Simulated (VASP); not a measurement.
Given:

```
CELL_PARAMETERS angstrom
      0.00000     2.73300     2.69480
      2.79725     0.00000     2.69480
      2.79725     2.73300     0.00000
ATOMIC_POSITIONS crystal
  Ca 0.00000 0.00000 0.00000
  F  0.25000 0.25000 0.25000
  F  0.74212 0.75788 0.75788
```

The numbers are results of PBE GGA, VASP's PBE PAW potentials (set 64) (plane waves; VASP), not measurements. Settings: 520 eV cut-off, 6×6×6 Monkhorst-Pack mesh, Gaussian smearing of 0.050 eV, potentials Ca_sv F.

**Question.** Which forces act on the atoms, in eV/Å?

**Answer.** 
```
atom      Fx     Fy     Fz
----  ------  -----  -----
Ca1    0.096  0.000  0.000
F2     0.089  0.000  0.000
F3    -0.184  0.000  0.000
```

**Question.** Give the stress tensor in GPa (positive for a compressed cell).

**Answer.** 
```
-0.75   0.00   0.00
 0.00   1.92   0.41
 0.00   0.41   3.53
```
The pressure is its mean diagonal, 1.57 GPa.

The compound is CaF2 in the fluorite structure. The cell was not relaxed at this level, atoms are displaced from their ideal sites. The run is one of a series of settings (KPOINTS 6×6×6 Monkhorst-Pack mesh against the base run), some of them coarse on purpose.
